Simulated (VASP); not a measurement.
Runs of VASP 6.6.1 on ZnB. Symmetry: Pm-3m, No. 221, cubic system. The conventional cell has a = 2.807 Å, b = 2.807 Å, c = 2.807 Å, α = 90.00°, β = 90.00°, γ = 90.00°. Zn (site symmetry m-3m) is surrounded by 8 B at 2.43 Å. Around B (site symmetry m-3m) lie 8 Zn at 2.43 Å. The cell was built by a generator and needn't be a form met in nature.

```csv
potentials or basis,pressure (GPa)
"VASP PAW PBE potentials, release 64 (Zn, B)",0.6
"VASP PAW PBE potentials, release 64 (Zn, B_s)",0.6
"VASP PAW PBE potentials, release 64 (Zn_GW, B_GW)",(a)
"VASP PAW PBE potentials, release 54 (Zn, B)",0.6
"VASP PAW PBE potentials, release 64 (Zn, B_h)",0.6
"VASP PAW PBE potentials, release 64 (Zn_sv_GW, B_GW)",0.3
```

Alike in all rows: task band structure; level PBE; no spin polarisation; cell as given; k mesh 9 × 9 × 9; cutoff (eV) 900; smearing fermi-dirac 0.05 eV.

**Question.** Fill in the values left out.

**Answer.** (a) 0.4.

The runs don't all hold the same shells in valence.
